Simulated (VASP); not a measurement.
An input for Quantum ESPRESSO's pw.x (written as the equivalent of a VASP run, and not itself run):

```
&CONTROL
  calculation = 'scf'
  pseudo_dir = './pseudo'
  outdir = './out'
  tprnfor = .true.
  tstress = .true.
/
&SYSTEM
  ibrav = 0
  nat = 3
  ntyp = 2
  ecutwfc = 84
  occupations = 'smearing'
  smearing = 'methfessel-paxton'
  degauss = 0.00735
  input_dft = 'pbesol'
/
&ELECTRONS
  conv_thr = 7.3e-09
  electron_maxstep = 100
/
ATOMIC_SPECIES
  Ti 47.867 Ti.upf
  B 10.810 B.upf
CELL_PARAMETERS angstrom
     1.5090223   -2.6137033   -0.0000000
     1.5090223    2.6137033    0.0000000
     0.0000000    0.0000000    3.1864760
ATOMIC_POSITIONS crystal
  Ti   0.0000000  0.0000000  0.0000000
  B    0.3333330  0.6666670  0.5000000
  B    0.6666670  0.3333330  0.5000000
K_POINTS automatic
  12 12 10 0 0 0
```

Q: Write the VASP files for the same calculation (PBEsol).

A: One answer among several that fit: 
**KPOINTS**
```
Automatic mesh
0
Gamma
12 12 10
0 0 0
```

**INCAR**
```
# general
SYSTEM   =  TiB2
PREC     =  Accurate
ENCUT    =  600
LREAL    =  .False.
LASPH    =  .True.

# electronic loop
EDIFF    =  1E-7
NELM     =  100
ALGO     =  Normal
LMAXMIX  =  4

# smearing
ISMEAR   =  1
SIGMA    =  0.1

# functional
GGA      =  PS

# ions
ISIF     =  2

# output
LWAVE    =  .False.
LCHARG   =  .False.
```

POSCAR:
```
TiB2
6.3729520
  0.2367854496  -0.4101244334   0.0000000000
  0.2367854496   0.4101244334   0.0000000000
  0.0000000000   0.0000000000   0.4999999968
Ti B
1 2
Cart
  0.0000000000   0.0000000000   0.0000000000
  0.2367854496   0.1367084179   0.2499999984
  0.2367854496  -0.1367084179   0.2499999984
```

POTCAR, in this order: Ti_sv B (PBE.64 set). Program: vasp_std.

The two are equivalent in intent, not identical: the potentials are each code's own (VASP's PAW set, PseudoDojo norm-conserving files in pw.x), so ENCUT and ecutwfc are chosen apart and not converted; conv_thr bounds pw.x's estimated SCF error, while EDIFF bounds the energy change between steps.

The compound is TiB2 in the AlB2 type structure. It was relaxed first.
